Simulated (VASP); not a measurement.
Here is a VASP 6.6.1 calculation.

The input INCAR:

```
SYSTEM = Li
  PREC = Accurate
  ENCUT = 600
  EDIFF = 1E-6
  ISMEAR = 0
  SIGMA = 0.1
  LREAL = .False.
  LASPH = .True.
  NELM = 100
  ALGO = Fast
  ISIF = 3
  LWAVE = .False.
  LCHARG = .False.
  GGA = PE
  IBRION = 2
  NSW = 100
  EDIFFG = -0.002
```

KPOINTS

```
Automatic mesh
0
Gamma
  18 18 18
  0 0 0
```

POSCAR

```
Li
1.0
   -1.7196562300      1.7196562300      1.7196562300
    1.7196562300     -1.7196562300      1.7196562300
    1.7196562300      1.7196562300     -1.7196562300
Li
1
Direct
    0.0000000000      0.0000000000      0.0000000000
```

Potentials or basis: VASP PAW PBE potentials, release 64 (Li_sv).

Launch:

```sh
$ cat potpaw_PBE.64/Li_sv/POTCAR > POTCAR
$ mpirun -np 1 vasp_std > vasp.out
```

(1) What does it give for the relaxed volume?

(2) Estimate the relaxed cell.

(3) Predict the space group after relaxing (to 0.05 Å).

## Answers

(1) 20.08 Å³/atom.

(2) a = 2.966 Å, b = 2.966 Å, c = 2.966 Å, α = 109.47°, β = 109.47°, γ = 109.47°.

(3) Im-3m (No. 229).

Caveat: the cutoff is under 1.25 times the usual one of these potentials, so pressure, stress and relaxed cells hold a basis-set (Pulay) error.
